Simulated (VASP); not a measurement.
Given:

```xyz
3
Lattice="0.0000 2.6580 2.6580 2.6580 0.0000 2.6580 2.6580 2.6580 0.0000" Properties=species:S:1:pos:R:3 pbc="T T T"
Cd     0.0000     0.0000     0.0000
F      1.3290     1.3290     1.3290
F      3.9869     3.9869     3.9869
```

Computed with LDA (Ceperley-Alder, Perdew-Zunger), VASP's LDA PAW potentials (set 64) (plane waves; VASP 6.6.1). Run with 520 eV cut-off, 7×7×7 Γ-centred mesh, Gaussian smearing of 0.010 eV, potentials Cd F.

Question: Give the electronic dielectric tensor ε∞ (DFPT, local fields included).

Answer: 
```
2.89  0.00  0.00
0.00  2.89  0.00
0.00  0.00  2.89
```

Question: Give the Born effective charges.

Answer: 
```tsv
atom	Z*xx	Z*yy	Z*zz	mean
Cd1	2.43	2.43	2.43	2.43
F2	-1.21	-1.21	-1.21	-1.21
F3	-1.21	-1.21	-1.21	-1.21
```

Question: And the static tensor with the ions free?

Answer: 
```
7.43  0.00  0.00
0.00  7.43  0.00
0.00  0.00  7.43
```

Question: Which frequencies do the optical Γ-point modes have (no LO-TO splitting)?

Answer: 245 (×3), 322 (×3) cm⁻¹.

The structure comes from a computed database's CdF2 entry (Fm-3m); how it stands against other phases isn't given here. It was relaxed first.
